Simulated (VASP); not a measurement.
Wanted: the native input for a VASP 6.6.1 run.

```yaml
Task: single point
Functional: LDA
Potentials_or_basis: VASP PAW LDA potentials, release 64 (Ga_d, Ge_d)
Cutoff: 520 eV
k_mesh: 14 × 14 × 14
Occupations: gaussian, width 0.15 eV
Spin: no spin polarisation
Dipole_correction: no
Further_INCAR_settings: ALGO = Fast; EDIFF = 1e-07; NBANDS = 20
```

The structure of GaGe lies in POSCAR:

```
GaGe
1.0
    0.0000000000      2.8978440000      2.8978440000
    2.7891748500      0.0000000000      2.8978440000
    2.7891748500      2.8978440000      0.0000000000
Ga Ge
1 1
Direct
    0.7500000000      0.7500000000      0.7500000000
    0.0000000000      0.0000000000      0.0000000000
```

The cell comes from a database or a generator and needn't be the stable form of this composition.

The cell isn't the ideal one: strain -0.0375 x Voigt [1, 0, 0, 0, 0, 0], atoms carried along.

These files were run (other wordings do the same):

INCAR

```
ALGO = Fast ; EDIFF = 1E-7
ENCUT = 520 ; ISIF = 2
ISMEAR = 0 ; LASPH = T
LCHARG = F ; LREAL = F
LWAVE = F ; NBANDS = 20
NELM = 60 ; PREC = Accurate
SIGMA = 0.15
```

KPOINTS

```
k-points
0
Gamma
  14 14 14
```

Potentials or basis: VASP PAW LDA potentials, release 64 (Ga_d, Ge_d).

Run with:

```sh
$ cat potpaw_LDA.64/Ga_d/POTCAR potpaw_LDA.64/Ge_d/POTCAR > POTCAR
$ mpirun -np 1 vasp_std > vasp.out
```

Results of the run:

The pressure is -2.5 GPa and the band gap on the k mesh is none (metal or under the smearing width).

Run time: 3.2 min on 1 thread of Intel(R) Xeon(R) Platinum 8488C (Sapphire Rapids) (shared host), peak memory 0.32 GiB.
